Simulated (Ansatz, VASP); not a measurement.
**CS3: VASP beside Ansatz**

```
C S
1.0
     6.56831    0.00000    0.00000
    -3.28416    5.68832    0.00000
     0.00000    0.00000    2.96162
C S
2 6
Direct
  0.66667 0.33333 0.25000
  0.33333 0.66667 0.75000
  0.19145 0.38290 0.25000
  0.61710 0.80855 0.25000
  0.19145 0.80855 0.25000
  0.80855 0.19145 0.75000
  0.38290 0.19145 0.75000
  0.80855 0.61710 0.75000
```

Change from the starting cell: species swapped into the SmAg3 type (P6_3/mmc, No. 194).

Alike in both runs: task relaxation of cell and atoms; functional PBE; dispersion D3(BJ); k mesh 3 × 3 × 6; occupations gaussian, width 0.1 eV; no spin polarisation.

```csv
,VASP,Ansatz
version,VASP 6.6.1,Ansatz 0.2.0
potentials or method,"VASP PAW PBE potentials, release 64 (C, S)","scalar-relativistic, plane waves, PAW"
plane-wave cutoff (eV),600,420
valence electrons in the cell,44,44
```

```tsv
	VASP	Ansatz	Ansatz less VASP
gap on the k mesh at the Fermi level, each at its own relaxed structure (eV)	none	none	-
relaxed volume (Å³/atom)	13.97	14.01	+0.043
relaxed cell length with the largest relative difference (Å)	2.932	2.939	+0.0071
energy change over the relaxation (meV/atom)	-4	-3	+0.5
```

A gap of «none» marks a metal or a gap that the smearing closes.

Caveats: the k mesh is coarse (spacing up to 0.37 Å⁻¹), so the values aren't converged; pairwise dispersion overbinds metals, which lowers pressure and volume.
